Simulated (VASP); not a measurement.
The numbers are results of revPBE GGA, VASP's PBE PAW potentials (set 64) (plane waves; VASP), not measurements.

Input for VASP

### POSCAR
```
SrCl2
1
    0.0000000000     3.5741230547     3.5741230547
    3.5741230547     0.0000000000     3.5741230547
    3.5741230547     3.5741230547     0.0000000000
Sr Cl
1 2
Direct
  1.0000000000   0.0000000000   0.0000000000
  0.2500000000   0.2500000000   0.2500000000
  0.7500000000   0.7500000000   0.7500000000
```

**INCAR**
```
! general
SYSTEM  = SrCl2
PREC    = Accurate
ENCUT   = 520
LREAL   = .FALSE.
LASPH   = .TRUE.
ICHARG  = 11   ! fixed density

! electronic loop
EDIFF   = 1E-7
NELM    = 100   ! most electronic steps
ALGO    = Normal   ! blocked Davidson
LMAXMIX = 4   ! l cut-off of mixed one-centre charges

! smearing
ISMEAR  = 0   ! Gaussian
SIGMA   = 0.05   ! width (eV)

! functional
GGA     = RE   ! revPBE

! output
LWAVE   = .FALSE.
LCHARG  = .FALSE.
LORBIT  = 11   ! lm-projected
```

File KPOINTS:
```
k-points along high-symmetry lines
15
Line-mode
Reciprocal
  0.000000   0.000000   0.000000 ! GAMMA
  0.500000   0.000000   0.500000 ! X

  0.500000   0.000000   0.500000 ! X
  0.625000   0.250000   0.625000 ! U

  0.375000   0.375000   0.750000 ! K
  0.000000   0.000000   0.000000 ! GAMMA

  0.000000   0.000000   0.000000 ! GAMMA
  0.500000   0.500000   0.500000 ! L

  0.500000   0.500000   0.500000 ! L
  0.500000   0.250000   0.750000 ! W

  0.500000   0.250000   0.750000 ! W
  0.500000   0.000000   0.500000 ! X
```

POTCAR, in this order: Sr_sv Cl (PBE.64 set). Program: vasp_std. Read from the step before: CHGCAR.

What VASP printed:

File OSZICAR:
```
       N       E                     dE             d eps       ncg     rms          rms(c)
DAV:   1     0.151768042686E+03    0.15177E+03   -0.11586E+04  2880   0.133E+03
DAV:   2    -0.212364642929E+01   -0.15389E+03   -0.15074E+03  3848   0.248E+02
DAV:   3    -0.115876046130E+02   -0.94640E+01   -0.94553E+01  3952   0.653E+01
DAV:   4    -0.119436814475E+02   -0.35608E+00   -0.35598E+00  5168   0.985E+00
DAV:   5    -0.119461580205E+02   -0.24766E-02   -0.24765E-02  4024   0.801E-01
DAV:   6    -0.119462010985E+02   -0.43078E-04   -0.43077E-04  4520   0.966E-02
DAV:   7    -0.119462024233E+02   -0.13248E-05   -0.13248E-05  4408   0.152E-02
DAV:   8    -0.119462024560E+02   -0.32698E-07   -0.32703E-07  4368   0.238E-03
   1 F= -.11946202E+02 E0= -.11946202E+02  d E =-.535675E-14
```

### OUTCAR
```
 val. band max:       -0.2109347377   @ k =   0.5000   0.0000   0.5000

 cond. band min:       5.1343435943   @ k =   0.0000   0.0000   0.0000



 k-point     1 :       0.0000    0.0000    0.0000
  band No.  band energies     occupation
      1     -33.4012      2.00000
      2     -15.3617      2.00000
      3     -15.3617      2.00000
      4     -15.3617      2.00000
      5     -13.2924      2.00000
      6     -12.5901      2.00000
      7      -2.0699      2.00000
      8      -2.0699      2.00000
      9      -2.0699      2.00000
     10      -0.5147      2.00000
     11      -0.5147      2.00000
     12      -0.5147      2.00000
     13       5.1343      0.00000
     14       6.0226      0.00000
     15       6.0226      0.00000
     16       8.7163      0.00000

 k-point     2 :       0.0357    0.0000    0.0357
  band No.  band energies     occupation
      1     -33.4011      2.00000
      2     -15.3648      2.00000
      3     -15.3620      2.00000
      4     -15.3620      2.00000
      5     -13.2855      2.00000
      6     -12.5934      2.00000
      7      -2.0685      2.00000
      8      -2.0685      2.00000
      9      -2.0511      2.00000
     10      -0.5518      2.00000
     11      -0.5139      2.00000
     12      -0.5139      2.00000
     13       5.1715      0.00000
     14       6.0334      0.00000
     15       6.0358      0.00000
     16       8.5652      0.00000

 k-point     3 :       0.0714    0.0000    0.0714
  band No.  band energies     occupation
      1     -33.4010      2.00000
      2     -15.3739      2.00000
      3     -15.3628      2.00000
      4     -15.3628      2.00000
      5     -13.2651      2.00000
      6     -12.6030      2.00000
      7      -2.0643      2.00000
      8      -2.0643      2.00000
      9      -1.9952      2.00000
     10      -0.6585      2.00000
     11      -0.5118      2.00000
     12      -0.5118      2.00000
     13       5.2771      0.00000
     14       6.0656      0.00000
...
```

The density is held fixed in this step, so its total energy and stress have no physical meaning.

The compound is SrCl2 in the fluorite structure. It was relaxed first, which changed the volume by +7 %.
